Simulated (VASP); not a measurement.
Here is the system:

```xyz
3
Lattice="0.0000 3.1075 3.1075 3.1075 0.0000 3.1075 3.1075 3.1075 0.0000" Properties=species:S:1:pos:R:3 pbc="T T T"
Ba     3.1075     0.0000     3.1075
F      1.5538     1.5538     1.5538
F      4.6613     4.6613     4.6613
```

Level of theory: vdW-DF-cx, VASP's PBE PAW potentials (set 64) (plane waves; VASP). Numerical set-up: 520 eV cut-off, 7×7×7 Γ-centred mesh, tetrahedra with Blöchl corrections, potentials Ba_sv F.

Unless said otherwise, spin-orbit coupling is left out, though it shifts the bands of the heavy elements here.

### Question
Tabulate the total density of states (states/eV per cell) against energy (eV; zero at the valence-band maximum or, without a gap, the Fermi level).

### Answer

```json
[
 {"E (eV)": "-9.95", "DOS (states/eV)": "0.00"},
 {"E (eV)": "-9.71", "DOS (states/eV)": "0.00"},
 {"E (eV)": "-9.47", "DOS (states/eV)": "0.00"},
 {"E (eV)": "-9.23", "DOS (states/eV)": "0.00"},
 {"E (eV)": "-8.99", "DOS (states/eV)": "0.00"},
 {"E (eV)": "-8.63", "DOS (states/eV)": "0.00"},
 {"E (eV)": "-8.39", "DOS (states/eV)": "0.00"},
 {"E (eV)": "-8.15", "DOS (states/eV)": "14.2"},
 {"E (eV)": "-7.91", "DOS (states/eV)": "10.9"},
 {"E (eV)": "-7.67", "DOS (states/eV)": "0.06"},
 {"E (eV)": "-7.43", "DOS (states/eV)": "0.00"},
 {"E (eV)": "-7.19", "DOS (states/eV)": "0.00"},
 {"E (eV)": "-6.95", "DOS (states/eV)": "0.00"},
 {"E (eV)": "-6.71", "DOS (states/eV)": "0.00"},
 {"E (eV)": "-6.47", "DOS (states/eV)": "0.00"},
 {"E (eV)": "-6.11", "DOS (states/eV)": "0.00"},
 {"E (eV)": "-5.87", "DOS (states/eV)": "0.00"},
 {"E (eV)": "-5.63", "DOS (states/eV)": "0.00"},
 {"E (eV)": "-5.39", "DOS (states/eV)": "0.00"},
 {"E (eV)": "-5.15", "DOS (states/eV)": "0.00"},
 {"E (eV)": "-4.91", "DOS (states/eV)": "0.00"},
 {"E (eV)": "-4.67", "DOS (states/eV)": "0.00"},
 {"E (eV)": "-4.43", "DOS (states/eV)": "0.00"},
 {"E (eV)": "-4.19", "DOS (states/eV)": "0.00"},
 {"E (eV)": "-3.95", "DOS (states/eV)": "0.00"},
 {"E (eV)": "-3.59", "DOS (states/eV)": "0.00"},
 {"E (eV)": "-3.35", "DOS (states/eV)": "0.00"},
 {"E (eV)": "-3.11", "DOS (states/eV)": "0.00"},
 {"E (eV)": "-2.87", "DOS (states/eV)": "0.00"},
 {"E (eV)": "-2.63", "DOS (states/eV)": "0.00"},
 {"E (eV)": "-2.39", "DOS (states/eV)": "0.00"},
 {"E (eV)": "-2.15", "DOS (states/eV)": "0.00"},
 {"E (eV)": "-1.91", "DOS (states/eV)": "0.00"},
 {"E (eV)": "-1.67", "DOS (states/eV)": "0.00"},
 {"E (eV)": "-1.43", "DOS (states/eV)": "0.68"},
 {"E (eV)": "-1.07", "DOS (states/eV)": "9.22"},
 {"E (eV)": "-0.83", "DOS (states/eV)": "7.64"},
 {"E (eV)": "-0.59", "DOS (states/eV)": "6.86"},
 {"E (eV)": "-0.35", "DOS (states/eV)": "7.41"},
 {"E (eV)": "-0.11", "DOS (states/eV)": "17.7"},
 {"E (eV)": "0.13", "DOS (states/eV)": "0.00"},
 {"E (eV)": "0.37", "DOS (states/eV)": "0.00"},
 {"E (eV)": "0.61", "DOS (states/eV)": "0.00"},
 {"E (eV)": "0.85", "DOS (states/eV)": "0.00"},
 {"E (eV)": "1.09", "DOS (states/eV)": "0.00"},
 {"E (eV)": "1.45", "DOS (states/eV)": "0.00"},
 {"E (eV)": "1.69", "DOS (states/eV)": "0.00"},
 {"E (eV)": "1.93", "DOS (states/eV)": "0.00"},
 {"E (eV)": "2.17", "DOS (states/eV)": "0.00"},
 {"E (eV)": "2.41", "DOS (states/eV)": "0.00"},
 {"E (eV)": "2.65", "DOS (states/eV)": "0.00"},
 {"E (eV)": "2.89", "DOS (states/eV)": "0.00"},
 {"E (eV)": "3.13", "DOS (states/eV)": "0.00"},
 {"E (eV)": "3.37", "DOS (states/eV)": "0.00"},
 {"E (eV)": "3.61", "DOS (states/eV)": "0.00"},
 {"E (eV)": "3.97", "DOS (states/eV)": "0.00"},
 {"E (eV)": "4.21", "DOS (states/eV)": "0.00"},
 {"E (eV)": "4.45", "DOS (states/eV)": "0.00"},
 {"E (eV)": "4.69", "DOS (states/eV)": "0.00"},
 {"E (eV)": "4.93", "DOS (states/eV)": "0.00"},
 {"E (eV)": "5.17", "DOS (states/eV)": "0.00"},
 {"E (eV)": "5.41", "DOS (states/eV)": "0.00"},
 {"E (eV)": "5.65", "DOS (states/eV)": "0.00"},
 {"E (eV)": "5.89", "DOS (states/eV)": "0.00"},
 {"E (eV)": "6.13", "DOS (states/eV)": "0.00"},
 {"E (eV)": "6.49", "DOS (states/eV)": "0.00"},
 {"E (eV)": "6.73", "DOS (states/eV)": "0.00"},
 {"E (eV)": "6.97", "DOS (states/eV)": "0.01"},
 {"E (eV)": "7.21", "DOS (states/eV)": "0.09"},
 {"E (eV)": "7.45", "DOS (states/eV)": "0.82"},
 {"E (eV)": "7.69", "DOS (states/eV)": "2.12"},
 {"E (eV)": "7.93", "DOS (states/eV)": "2.43"},
 {"E (eV)": "8.17", "DOS (states/eV)": "1.86"},
 {"E (eV)": "8.41", "DOS (states/eV)": "0.74"},
 {"E (eV)": "8.65", "DOS (states/eV)": "0.27"},
 {"E (eV)": "9.01", "DOS (states/eV)": "0.74"},
 {"E (eV)": "9.25", "DOS (states/eV)": "4.08"},
 {"E (eV)": "9.49", "DOS (states/eV)": "7.79"},
 {"E (eV)": "9.73", "DOS (states/eV)": "3.07"},
 {"E (eV)": "9.97", "DOS (states/eV)": "1.25"}
]
```
Within 2 eV below the valence-band maximum the largest weight inside VASP's projection spheres is F p.

The compound is BaF2 in the fluorite structure. It was relaxed first.
